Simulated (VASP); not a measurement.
Input:

```yaml
crystal:
  lattice:
    - [0.00000, 2.49967, 2.49967]
    - [2.49967, 0.00000, 2.49967]
    - [2.49967, 2.49967, 0.00000]
  atoms:
    - { symbol: Si, position: [0.00000, 0.00000, 0.00000] }
    - { symbol: W, position: [0.50000, 0.50000, 0.50000] }
```

Calculation: r2SCAN meta-GGA with spin-orbit coupling, VASP's PBE PAW potentials (set 64) (plane waves; VASP). Numerical set-up: 400 eV cut-off, 11×11×11 Γ-centred mesh, Gaussian smearing of 0.050 eV, potentials Si W_sv.

Problem. What does the run give for the energy per atom (σ→0), band gap (over mesh and band path) with the smallest direct gap where there is one?

Solution. 
```yaml
band gap (over mesh and band path): none (metal, semimetal or under 0.01 eV)
energy per atom (σ→0): -29.793 eV/atom
```

Total energies compare only between runs with the same potentials, cut-off and functional.

The structure was generated: SiW was put into the rocksalt type (Fm-3m), which need not be its known phase. It was relaxed first, which changed the volume by -23 %.
